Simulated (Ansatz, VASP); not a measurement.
# Cross-check of LiF (Griceite) between VASP and Ansatz, part 2 of 2

One calculation is typed for both programs; each brings its own data sets. How far apart do they land? The cell is taken from a series of runs on this material, whose earlier steps may have relaxed, scaled, displaced or heated it; both programs get it as it stands.

VASP 6.6.1 and Ansatz 0.2.0.

So far: Set-up; Ansatz: zone-centre phonons, LDA.

## Step 3: VASP: zone-centre phonons, LDA

Level of this step: LDA; plane waves and PAW (Li_sv, F) (VASP).

The same cell, functional (in two slightly different forms) and mesh now go to VASP, with its own data sets.

Lines of VASP's logs that name or quote its potential files are left out, and so is its time.

Contents of INCAR:

```
SYSTEM = LiF
PREC = Accurate
ENCUT = 750
EDIFF = 1E-08
NELM = 120
ISMEAR = 0
SIGMA = 0.01
LREAL = .FALSE.
ALGO = Normal
GGA = CA
NBANDS = 11
LORBIT = 11
LWAVE = .FALSE.
LCHARG = .FALSE.
ISIF = 2
IBRION = 8
LEPSILON = .TRUE.
LASPH = .TRUE.
GGA_COMPAT = .FALSE.
EFERMI = MIDGAP
KPAR = 2
```

Contents of POSCAR:

```
LiF
1.0
    0.0000000000      1.9641782333      1.9641782333
    1.9641782333      0.0000000000      1.9641782333
    1.9641782333      1.9641782333      0.0000000000
Li F
1 1
Direct
    0.0000000000      0.0000000000      0.0000000000
    0.5000000000      0.5000000000      0.5000000000
```

Contents of KPOINTS:

```
Automatic mesh
0
Gamma
12 12 12
0 0 0
```

The projector-augmented-wave data sets are Li_sv and F (LDA family, release 64).

The run is started by

```console
mpirun -np 2 vasp_std
```

Numbers of over 12 decimals in the logs are rounded to 6 here.

Output:

```text
[banner, memory and clock lines left out]
running    2 mpi-ranks, on    1 nodes
 distrk:  each k-point on    1 cores,    2 groups
 distr:  one band on    1 cores,    1 groups

 POSCAR found type information on POSCAR LiF
 POSCAR found :  2 types and       2 ions
 LDA part: xc-table for (Slater(with rela. corr.)+CA(PZ))
 , standard interpolation
 POSCAR, INCAR and KPOINTS ok, starting setup
 FFT: planning ... GRIDC
 FFT: planning ... GRID_SOFT
 FFT: planning ... GRID
 WAVECAR not read
 entering main loop
       N       E                     dE             d eps       ncg     rms          rms(c)
DAV:   1     0.434930575463E+02    0.43493E+02   -0.69112E+03  1616   0.121E+03
DAV:   2    -0.945550105423E+01   -0.52949E+02   -0.51344E+02  1817   0.233E+02
DAV:   3    -0.109717607537E+02   -0.15163E+01   -0.15105E+01  1979   0.356E+01
DAV:   4    -0.109942513507E+02   -0.22491E-01   -0.22487E-01  1935   0.436E+00
DAV:   5    -0.109945697733E+02   -0.31842E-03   -0.31842E-03  1980   0.359E-01    0.422E+00
DAV:   6    -0.105223048976E+02    0.47226E+00   -0.22323E+00  1815   0.998E+00    0.132E+00
DAV:   7    -0.105114730766E+02    0.10832E-01   -0.18875E-02  2173   0.124E+00    0.792E-01
DAV:   8    -0.105060601564E+02    0.54129E-02   -0.91742E-03  2282   0.112E+00    0.101E-01
DAV:   9    -0.105060224548E+02    0.37702E-04   -0.77622E-04  1810   0.275E-01    0.379E-02
DAV:  10    -0.105060357274E+02   -0.13273E-04   -0.32460E-05  1892   0.472E-02    0.693E-03
DAV:  11    -0.105060352940E+02    0.43333E-06   -0.14621E-06  2077   0.145E-02    0.107E-03
DAV:  12    -0.105060352987E+02   -0.46535E-08   -0.28390E-07  2214   0.415E-03    0.737E-04
DAV:  13    -0.105060352883E+02    0.10379E-07   -0.23004E-08  1704   0.143E-03    0.206E-04
DAV:  14    -0.105060352876E+02    0.71134E-09   -0.19928E-09  1146   0.487E-04
   1 F= -.10506035E+02 E0= -.10506035E+02  d E =0.000000E+00
 Linear response reoptimize wavefunctions to high precision
DAV:   1    -0.105060352876E+02   -0.15916E-10   -0.96058E-10  1688   0.276E-04
 Linear response G [H, r] |phi>, progress :
  Direction:   1
       N       E                     dE             d eps       ncg     rms
RMM:   1    -0.327430272061E+02   -0.32743E+02    0.27448E+02  2207   0.185E+02
RMM:   2    -0.337739928713E+02   -0.10310E+01   -0.10504E+01  3289   0.253E+01
RMM:   3    -0.339468485581E+02   -0.17286E+00   -0.62020E-01  3570   0.535E+00
RMM:   4    -0.339834061403E+02   -0.36558E-01   -0.83691E-02  3581   0.190E+00
RMM:   5    -0.339890907475E+02   -0.56846E-02   -0.11128E-02  3612   0.700E-01
RMM:   6    -0.339899629034E+02   -0.87216E-03   -0.16261E-03  3524   0.265E-01
RMM:   7    -0.339901082659E+02   -0.14536E-03   -0.17683E-04  3562   0.103E-01
RMM:   8    -0.339901359283E+02   -0.27662E-04    0.66908E-05  3561   0.422E-02
RMM:   9    -0.339901412527E+02   -0.53244E-05    0.13409E-04  3535   0.181E-02
RMM:  10    -0.339901424820E+02   -0.12293E-05    0.28757E-04  3538   0.850E-03
RMM:  11    -0.339901431326E+02   -0.65061E-06    0.74782E-05  3569   0.462E-03
RMM:  12    -0.339901436387E+02   -0.50618E-06    0.83725E-05  3521   0.298E-03
RMM:  13    -0.339901406761E+02    0.29627E-05    0.44185E-04  3377   0.230E-03
RMM:  14    -0.339901436115E+02   -0.29354E-05   -0.11582E-03  3114   0.199E-03
RMM:  15    -0.339901439587E+02   -0.34725E-06    0.30723E-04  2878   0.183E-03
RMM:  16    -0.339901434661E+02    0.49265E-06   -0.30895E-04  2708   0.177E-03
RMM:  17    -0.339901436193E+02   -0.15321E-06   -0.27665E-05  2587   0.174E-03
RMM:  18    -0.339901421028E+02    0.15165E-05   -0.17617E-04  2490   0.173E-03
 Linear response G [H, r] |phi>, progress :
  Direction:   2
       N       E                     dE             d eps       ncg     rms
RMM:   1    -0.357671579614E+02   -0.35767E+02    0.59923E+01  2241   0.142E+02
RMM:   2    -0.361801652383E+02   -0.41301E+00   -0.73395E+00  3212   0.228E+01
RMM:   3    -0.362862940991E+02   -0.10613E+00   -0.40221E-01  3562   0.481E+00
RMM:   4    -0.363138457935E+02   -0.27552E-01   -0.61711E-02  3583   0.173E+00
RMM:   5    -0.363191954489E+02   -0.53497E-02   -0.10573E-02  3621   0.676E-01
RMM:   6    -0.363201636796E+02   -0.96823E-03   -0.19693E-03  3557   0.276E-01
RMM:   7    -0.363203589980E+02   -0.19532E-03   -0.48458E-04  3596   0.114E-01
RMM:   8    -0.363203987619E+02   -0.39764E-04   -0.21340E-04  3613   0.489E-02
RMM:   9    -0.363204050322E+02   -0.62703E-05   -0.13657E-04  3608   0.219E-02
RMM:  10    -0.363204073165E+02   -0.22843E-05   -0.93713E-05  3567   0.107E-02
RMM:  11    -0.363204076890E+02   -0.37251E-06   -0.57884E-04  3601   0.600E-03
RMM:  12    -0.363204084506E+02   -0.76157E-06   -0.99364E-04  3532   0.394E-03
RMM:  13    -0.363204077257E+02    0.72491E-06    0.32623E-03  3377   0.305E-03
RMM:  14    -0.363204073936E+02    0.33205E-06    0.20992E-03  3135   0.268E-03
RMM:  15    -0.363204079669E+02   -0.57333E-06    0.22387E-03  2928   0.250E-03
[...]
RMM:   1    -0.462524316874E-01   -0.46252E-01   -0.10857E-01  7868   0.180E+00
RMM:   2    -0.476877237873E-01   -0.14353E-02   -0.43858E-03  7239   0.478E-01    0.346E-01
RMM:   3    -0.473085278230E-01    0.37920E-03   -0.14205E-03  7029   0.280E-01    0.202E-01
RMM:   4    -0.492648596099E-01   -0.19563E-02   -0.96384E-04  6971   0.275E-01    0.163E-02
[...]
RMM:   7    -0.495572993835E-01   -0.27968E-05   -0.46579E-06  7931   0.107E-02    0.209E-04
RMM:   8    -0.495591228571E-01   -0.18235E-05   -0.94832E-07  7930   0.433E-03    0.140E-04
RMM:   9    -0.495570971163E-01    0.20257E-05   -0.47926E-07  7861   0.185E-03    0.531E-05
RMM:  10    -0.495575772335E-01   -0.48012E-06   -0.94280E-07  7345   0.779E-04    0.127E-05
RMM:  11    -0.495573685231E-01    0.20871E-06   -0.20285E-06  6891   0.366E-04    0.835E-06
 change of polarisation eV/A/(eV/A) component  2 :     0.011     0.093    -0.002
 dielectric tensor                  component  2 :     0.129     2.107    -0.020
 Linear response to external field, progress :
  Direction:   3
       N       E                     dE             d eps       ncg     rms          rms(c)
RMM:   1    -0.462526295075E-01   -0.46253E-01   -0.10858E-01  7895   0.181E+00
RMM:   2    -0.476903916158E-01   -0.14378E-02   -0.44323E-03  7260   0.481E-01    0.346E-01
RMM:   3    -0.473101732973E-01    0.38022E-03   -0.14249E-03  7046   0.280E-01    0.202E-01
RMM:   4    -0.492649855476E-01   -0.19548E-02   -0.96171E-04  6988   0.275E-01    0.163E-02
RMM:   5    -0.495451543135E-01   -0.28017E-03   -0.12340E-04  7731   0.756E-02    0.523E-03
RMM:   6    -0.495545112331E-01   -0.93569E-05   -0.29395E-05  7705   0.273E-02    0.971E-04
RMM:   7    -0.495572956955E-01   -0.27845E-05   -0.46325E-06  7935   0.107E-02    0.209E-04
RMM:   8    -0.495591093715E-01   -0.18137E-05   -0.96420E-07  7928   0.431E-03    0.140E-04
RMM:   9    -0.495571152352E-01    0.19941E-05   -0.41538E-07  7841   0.183E-03    0.517E-05
RMM:  10    -0.495575737306E-01   -0.45850E-06   -0.84821E-07  7346   0.763E-04    0.124E-05
RMM:  11    -0.495573849737E-01    0.18876E-06   -0.12723E-06  6822   0.350E-04    0.601E-06
 change of polarisation eV/A/(eV/A) component  3 :     0.000     0.008     0.093
 dielectric tensor                  component  3 :     0.002     0.091     2.107
 Linear response DOF=           2
 Linear response progress:
  Degree of freedom:   1/  2
       N       E                     dE             d eps       ncg     rms          rms(c)
RMM:   1    -0.168528931548E+00   -0.16853E+00    0.17615E+00  4643   0.156E+01
RMM:   2    -0.173862928386E+00   -0.53340E-02   -0.16205E-02  6188   0.106E+00    0.612E-02
RMM:   3    -0.173856924835E+00    0.60036E-05   -0.94700E-04  7448   0.224E-01    0.343E-02
RMM:   4    -0.173808988418E+00    0.47936E-04   -0.26259E-04  7539   0.922E-02    0.356E-03
RMM:   5    -0.173834481096E+00   -0.25493E-04   -0.89272E-05  7760   0.422E-02    0.983E-04
RMM:   6    -0.173848569492E+00   -0.14088E-04   -0.33108E-05  7800   0.208E-02    0.630E-04
RMM:   7    -0.173859586986E+00   -0.11017E-04   -0.60635E-05  7785   0.110E-02    0.276E-04
RMM:   8    -0.173867896597E+00   -0.83096E-05   -0.98801E-05  7808   0.660E-03    0.375E-05
RMM:   9    -0.173868037545E+00   -0.14095E-06   -0.78428E-05  8156   0.438E-03    0.324E-05
RMM:  10    -0.173869116073E+00   -0.10785E-05   -0.55777E-05  7969   0.307E-03    0.171E-05
RMM:  11    -0.173869514119E+00   -0.39805E-06   -0.37761E-05  8099   0.223E-03    0.151E-05
RMM:  12    -0.173870293110E+00   -0.77899E-06   -0.25899E-05  7628   0.167E-03    0.517E-06
RMM:  13    -0.173870167488E+00    0.12562E-06   -0.16698E-05  8199   0.128E-03    0.886E-06
RMM:  14    -0.173870800538E+00   -0.63305E-06   -0.11313E-05  7259   0.102E-03    0.112E-05
[...]
RMM:  32    -0.173871023722E+00    0.55625E-08   -0.21173E-07  5905   0.189E-04    0.307E-07
RMM:  33    -0.173871025629E+00   -0.19072E-08   -0.18565E-07  5650   0.183E-04    0.410E-07
RMM:  34    -0.173871025509E+00    0.11947E-09   -0.16494E-07  5608   0.178E-04    0.584E-07
RMM:  35    -0.173871025563E+00   -0.53672E-10   -0.14617E-07  5576   0.173E-04    0.737E-07
RMM:  36    -0.173871027560E+00   -0.19969E-08   -0.13099E-07  5596   0.169E-04    0.802E-07
RMM:  37    -0.173871028937E+00   -0.13771E-08   -0.11680E-07  5567   0.165E-04    0.883E-07
RMM:  38    -0.173871030688E+00   -0.17513E-08   -0.10566E-07  5633   0.162E-04    0.920E-07
RMM:  39    -0.173871029791E+00    0.89691E-09   -0.94825E-08  5523   0.159E-04    0.107E-06
 first order change of Fermi-energy   0.17519E-03
 force on displaced ion       1 direction 1 :  -2.056   0.000   0.000
 Born effective charge ion    1 direction 1 :   1.040   0.000   0.000
 Linear response progress:
  Degree of freedom:   2/  2
       N       E                     dE             d eps       ncg     rms          rms(c)
RMM:   1    -0.514053064630E+00   -0.51405E+00    0.50483E-01  6791   0.478E+00
RMM:   2    -0.507698356707E+00    0.63547E-02   -0.66908E-03  6490   0.729E-01    0.909E-02
RMM:   3    -0.509263718705E+00   -0.15654E-02   -0.79776E-04  6952   0.209E-01    0.493E-02
RMM:   4    -0.511215180629E+00   -0.19515E-02   -0.25669E-04  6703   0.121E-01    0.101E-02
RMM:   5    -0.511397158904E+00   -0.18198E-03   -0.25074E-05  7555   0.364E-02    0.266E-03
RMM:   6    -0.511296251775E+00    0.10091E-03   -0.37642E-06  7189   0.134E-02    0.717E-04
RMM:   7    -0.511289522049E+00    0.67297E-05   -0.56669E-07  7721   0.490E-03    0.106E-04
RMM:   8    -0.511288241909E+00    0.12801E-05   -0.13471E-07  7908   0.198E-03    0.430E-05
RMM:   9    -0.511287092490E+00    0.11494E-05   -0.67851E-08  7865   0.896E-04    0.114E-05
RMM:  10    -0.511286696282E+00    0.39621E-06   -0.51045E-08  8000   0.473E-04    0.180E-06
RMM:  11    -0.511286738586E+00   -0.42305E-07   -0.11556E-07  8099   0.309E-04    0.202E-06
RMM:  12    -0.511286720836E+00    0.17751E-07   -0.19819E-07  8010   0.245E-04    0.158E-06
RMM:  13    -0.511286712160E+00    0.86753E-08   -0.12402E-07  7778   0.219E-04    0.122E-06
RMM:  14    -0.511286695045E+00    0.17115E-07   -0.12778E-07  7949   0.210E-04    0.463E-07
RMM:  15    -0.511286692628E+00    0.24175E-08   -0.15715E-07  6760   0.205E-04    0.197E-07
RMM:  16    -0.511286691090E+00    0.15375E-08   -0.16083E-07  6147   0.203E-04    0.139E-07
RMM:  17    -0.511286691006E+00    0.83799E-10   -0.15693E-07  5699   0.202E-04    0.139E-07
RMM:  18    -0.511286690720E+00    0.28597E-09   -0.15334E-07  5434   0.202E-04    0.136E-07
RMM:  19    -0.511286689019E+00    0.17015E-08   -0.15416E-07  5391   0.202E-04    0.943E-08
 first order change of Fermi-energy   0.15873E-02
 force on displaced ion       2 direction 1 :  -2.030   0.000   0.000
 Born effective charge ion    2 direction 1 :  -1.040   0.000   0.000
 Born effective charges drift removed
 Linear response finished
```

OUTCAR, selected parts (step 3):

```text
ion  position               nearest neighbor table
   1  0.000  0.000  0.000-   2 1.96   2 1.96   2 1.96   2 1.96   2 1.96   2 1.96
   2  0.500  0.500  0.500-   1 1.96   1 1.96   1 1.96   1 1.96   1 1.96   1 1.96

  LATTYP: Found a face centered cubic cell.
 ALAT       =     3.9283564666

 Subroutine GETGRP returns: Found 48 space group operations
 (whereof 48 operations were pure point group operations)

The static configuration has the point symmetry O_h .

 Found     72 irreducible k-points:

   k-points           NKPTS =     72   k-points in BZ     NKDIM =     72   number of bands    NBANDS=     11

   dimension x,y,z NGX =    28 NGY =   28 NGZ =   28
   dimension x,y,z NGXF=    56 NGYF=   56 NGZF=   56

   ENCUT  =  750.0 eV  55.12 Ry    7.42 a.u.   6.20  6.20  6.20*2*pi/ulx,y,z

   NELECT =      10.0000    total number of electrons

 k-points in reciprocal lattice and weights: Automatic mesh
   0.00000000  0.00000000  0.00000000       0.001
   0.08333333  0.00000000  0.00000000       0.005
   0.16666667  0.00000000  0.00000000       0.005
   0.25000000  0.00000000  0.00000000       0.005
   0.33333333  0.00000000  0.00000000       0.005
   0.41666667  0.00000000  0.00000000       0.005
   0.50000000  0.00000000  0.00000000       0.002
   0.08333333  0.08333333  0.00000000       0.003
   0.16666667  0.08333333  0.00000000       0.014
[...]
-0.33333333  0.50000000  0.16666667       0.007
  -0.25000000  0.50000000  0.25000000       0.003

 average (electrostatic) potential at core
       1 -63.1137       2 -76.2474

  Total       -0.1689050     -0.1689050     -0.1689050      0.0000000      0.0000000      0.0000000
  in kB      -17.8558460    -17.8558460    -17.8558460      0.0000000      0.0000000      0.0000000
  external PRESSURE =     -17.8558460 kB  Pullay stress =       0.0000000 kB

  energy-cutoff  :      750.00
  volume of cell :       15.16
      direct lattice vectors                 reciprocal lattice vectors
     0.000000000  1.964178233  1.964178233    -0.254559383  0.254559383  0.254559383
     1.964178233  0.000000000  1.964178233     0.254559383 -0.254559383  0.254559383
     1.964178233  1.964178233  0.000000000     0.254559383  0.254559383 -0.254559383

 POSITION                                       TOTAL-FORCE (eV/Angst)
 -----------------------------------------------------------------------------------
      0.00000      0.00000      0.00000        -0.000000     -0.000000      0.000000
      1.96418      1.96418      1.96418         0.000000      0.000000     -0.000000
 -----------------------------------------------------------------------------------
    total drift:                                0.000000      0.000000      0.000000

 MACROSCOPIC STATIC DIELECTRIC TENSOR (including local field effects in DFT)
 ------------------------------------------------------
           2.106936     0.000000     0.000000
          -0.000000     2.106936     0.000000
          -0.000000     0.000000     2.106936
 ------------------------------------------------------

 PIEZOELECTRIC TENSOR (including local field effects)  for field in x, y, z        (C/m^2)
          XX          YY          ZZ          XY          YZ          ZX
  --------------------------------------------------------------------------------
  x     0.00000     0.00000     0.00000     0.00000     0.00000     0.00000
  y     0.00000     0.00000     0.00000     0.00000     0.00000     0.00000
  z     0.00000     0.00000     0.00000     0.00000     0.00000     0.00000

 BORN EFFECTIVE CHARGES (including local field effects) (in |e|, cummulative output)
 ---------------------------------------------------------------------------------
 ion    1
    1     1.03984     0.00000     0.00000
    2     0.00000     1.03984     0.00000
    3     0.00000     0.00000     1.03984
 ion    2
    1    -1.03984     0.00000     0.00000
    2     0.00000    -1.03984     0.00000
    3     0.00000     0.00000    -1.03984

 Eigenvectors and eigenvalues of the dynamical matrix
 ----------------------------------------------------

   1 f  =    9.889764 THz    62.139219 2PiTHz  329.887013 cm-1    40.900758 meV
             X         Y         Z           dx          dy          dz
      0.000000  0.000000  0.000000     0.340870   -0.771561   -0.146430
      1.964178  1.964178  1.964178    -0.205758    0.465735    0.088389

   2 f  =    9.889764 THz    62.139219 2PiTHz  329.887013 cm-1    40.900758 meV
             X         Y         Z           dx          dy          dz
      0.000000  0.000000  0.000000     0.781484    0.317464    0.146430
      1.964178  1.964178  1.964178    -0.471724   -0.191630   -0.088389

   3 f  =    9.889764 THz    62.139219 2PiTHz  329.887013 cm-1    40.900758 meV
             X         Y         Z           dx          dy          dz
      0.000000  0.000000  0.000000     0.077669    0.191967   -0.830697
      1.964178  1.964178  1.964178    -0.046883   -0.115876    0.501431

   4 f/i=    0.027610 THz     0.173480 2PiTHz    0.920979 cm-1     0.114187 meV
             X         Y         Z           dx          dy          dz
      0.000000  0.000000  0.000000    -0.264201   -0.373109    0.240928
      1.964178  1.964178  1.964178    -0.437689   -0.618111    0.399135

   5 f/i=    0.027610 THz     0.173480 2PiTHz    0.920979 cm-1     0.114187 meV
             X         Y         Z           dx          dy          dz
      0.000000  0.000000  0.000000    -0.314995   -0.040215   -0.407700
      1.964178  1.964178  1.964178    -0.521838   -0.066622   -0.675417

   6 f/i=    0.027610 THz     0.173480 2PiTHz    0.920979 cm-1     0.114187 meV
             X         Y         Z           dx          dy          dz
      0.000000  0.000000  0.000000     0.313105   -0.355290   -0.206864
      1.964178  1.964178  1.964178     0.518705   -0.588593   -0.342702

 MACROSCOPIC STATIC DIELECTRIC TENSOR IONIC CONTRIBUTION
 ------------------------------------------------------
           6.318207     0.000000     0.000000
           0.000000     6.318207     0.000000
           0.000000     0.000000     6.318207
 ------------------------------------------------------

 ELASTIC MODULI CONTR FROM IONIC RELAXATION (kBar)
 Direction    XX          YY          ZZ          XY          YZ          ZX
 --------------------------------------------------------------------------------
 XX           0.0000      0.0000      0.0000      0.0000      0.0000      0.0000
 YY           0.0000      0.0000      0.0000      0.0000      0.0000      0.0000
 ZZ           0.0000      0.0000      0.0000      0.0000      0.0000      0.0000
 XY           0.0000      0.0000      0.0000      0.0000      0.0000      0.0000
 YZ           0.0000      0.0000      0.0000      0.0000      0.0000      0.0000
 ZX           0.0000      0.0000      0.0000      0.0000      0.0000      0.0000
 --------------------------------------------------------------------------------

 PIEZOELECTRIC TENSOR IONIC CONTR  for field in x, y, z        (C/m^2)
          XX          YY          ZZ          XY          YZ          ZX
  --------------------------------------------------------------------------------
  x     0.00000     0.00000     0.00000     0.00000     0.00000     0.00000
  y     0.00000     0.00000     0.00000     0.00000     0.00000     0.00000
  z     0.00000     0.00000     0.00000     0.00000     0.00000     0.00000
```

## Step 4: Side by side

Known differences besides the potentials themselves: the two LDA forms differ slightly; fixed occupations in Ansatz, narrow Gaussian smearing in VASP; VASP's run holds the zone centre alone; the cutoff is 420 eV in Ansatz and 750 eV in VASP; VASP's log shows a relativistic correction to its local exchange, Ansatz's none. Total energies have different zeros and are not compared.

The two programs side by side:

```tsv
quantity	Ansatz	VASP	difference
ε∞ xx	2.11	2.11	+0.33 %
ε∞ yy	2.11	2.11	+0.33 %
ε∞ zz	2.11	2.11	+0.33 %
Born charge of Li1 (mean of the diagonal) (e)	1.04	1.04	0.00
Born charge of F2 (mean of the diagonal) (e)	-1.04	-1.04	0.00
optical mode 1 to 3 (cm⁻¹)	326.0	329.9	-1.19 %
```

Modes are paired by rising frequency, not by their patterns, so a pair may set unlike modes beside each other; they are those without the splitting of longitudinal modes.

## Step 5: What came out

| Property | Result |
| --- | --- |
| r.m.s. difference of the optical zone-centre modes, each program's sorted by frequency (zone-centre phonons, LDA) | 3.9 cm⁻¹ |
| difference in optical mode 1 to 3 (zone-centre phonons, LDA) | -1.2 % |

In words: The r.m.s. difference of the optical zone-centre modes, each program's sorted by frequency is 3.9 cm⁻¹ (zone-centre phonons, LDA). Among the rows given in per cent, the largest difference of the zone-centre phonons, LDA pair is in optical mode 1 to 3, -1.2 %. Such differences can come from data sets, numerical settings and the points named under the comparisons, not from the functional's error against experiment.

[Lines on the potential files, build, host, timing and source positions are cut from VASP's logs without a mark.]

[Logs are printed without paths, hosts, clocks, repeated set-up lines and the standing remarks that a program may print on its own settings, such as how far it seeks lower states.]

[Hosts, paths, dates, database ids (printed as entryN), source tags and the programs' standing remarks are cut or masked in the printed files.]
